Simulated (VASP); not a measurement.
Output of a VASP run:

### OSZICAR
```
       N       E                     dE             d eps       ncg     rms          rms(c)
DAV:   1     0.267960806574E+03    0.26796E+03   -0.14805E+04   152   0.163E+03
DAV:   2     0.148114629965E+02   -0.25315E+03   -0.24935E+03   155   0.415E+02
DAV:   3    -0.544430154199E+01   -0.20256E+02   -0.19794E+02   172   0.145E+02
DAV:   4    -0.611188139347E+01   -0.66758E+00   -0.66662E+00   186   0.289E+01
DAV:   5    -0.613050286243E+01   -0.18621E-01   -0.18621E-01   221   0.438E+00    0.143E+00
DAV:   6    -0.606957462586E+01    0.60928E-01   -0.82733E-02   191   0.199E+00    0.972E-01
DAV:   7    -0.605852639981E+01    0.11048E-01   -0.34207E-02   183   0.127E+00    0.467E-01
DAV:   8    -0.605935433238E+01   -0.82793E-03   -0.79462E-03   180   0.726E-01    0.867E-02
DAV:   9    -0.605983487783E+01   -0.48055E-03   -0.67112E-04   172   0.265E-01    0.359E-02
DAV:  10    -0.605988905238E+01   -0.54175E-04   -0.13576E-04   190   0.114E-01    0.819E-03
DAV:  11    -0.605989602186E+01   -0.69695E-05   -0.20173E-05   170   0.467E-02    0.356E-03
DAV:  12    -0.605989700348E+01   -0.98162E-06   -0.25907E-06   132   0.106E-02
   1 F= -.60598970E+01 E0= -.60566356E+01  d E =-.978428E-02
```

File OUTCAR:
```
------------------------ aborting loop because EDIFF is reached ----------------------------------------
  FORCE on cell =-STRESS in cart. coord.  units (eV):
  Direction    XX          YY          ZZ          XY          YZ          ZX
  --------------------------------------------------------------------------------------
  Total        3.6278288      3.1085807      3.1658993      0.0000000      0.0000000      0.1725167
  in kB       82.0050136     70.2677065     71.5633589      0.0000000      0.0000000      3.8996416
  external PRESSURE =      74.6120263 kB  Pullay stress =       0.0000000 kB
  volume of cell :       70.88
      direct lattice vectors                 reciprocal lattice vectors
     4.165820000 -2.275000000  0.000000000     0.120024389 -0.219780220 -0.093832916
     4.165820000  2.275000000  0.000000000     0.120024389  0.219780220 -0.093832916
     2.923417000  0.000000000  3.739427000     0.000000000  0.000000000  0.267420650
 POSITION                                       TOTAL-FORCE (eV/Angst)
 -----------------------------------------------------------------------------------
      2.63368      0.00000      0.87503        -2.304873      0.000000     -0.765781
      8.62137      0.00000      2.86440         2.304873      0.000000      0.765781
 -----------------------------------------------------------------------------------
    total drift:                               -0.000000     -0.000000     -0.000000
  FREE ENERGIE OF THE ION-ELECTRON SYSTEM (eV)
  ---------------------------------------------------
  free  energy   TOTEN  =        -6.0598970035 eV

  energy  without entropy=       -6.0501127251  energy(sigma->0) =       -6.05663558
```
(Selected blocks of OUTCAR.)

POSCAR:
```
Bi
1
    4.1658200000    -2.2750000000     0.0000000000
    4.1658200000     2.2750000000     0.0000000000
    2.9234170000     0.0000000000     3.7394270000
Bi
2
Direct
  0.2340000000   0.2340000000   0.2340000000
  0.7660000000   0.7660000000   0.7660000000
```

Problem. Reconstruct the remaining input files.

Solution. This is not unique; one that fits is the input of the run itself, PBE GGA, plane waves, VASP's PBE PAW potentials (set 64).

File KPOINTS:
```
Automatic mesh
0
Gamma
2 2 2
0 0 0
```

**INCAR**
```
SYSTEM = Bi
PREC = Accurate; ENCUT = 400; LREAL = F
LASPH = T
EDIFF = 1E-6; NELM = 100; ALGO = Normal
LMAXMIX = 4
ISMEAR = 1; SIGMA = 0.1
GGA = PE
ISIF = 2
LWAVE = F; LCHARG = F
```

POTCAR, in this order: Bi_d (PBE.64 set). Program: vasp_std.

The compound is Bi in the a7 structure. The cell was not relaxed at this level. The k-mesh is coarse (spacing up to 0.84 per Å, 2π included), so the numbers may not be converged in it. The run is one of a series of settings (KPOINTS 2×2×2 Γ-centred mesh against the base run), some of them coarse on purpose.
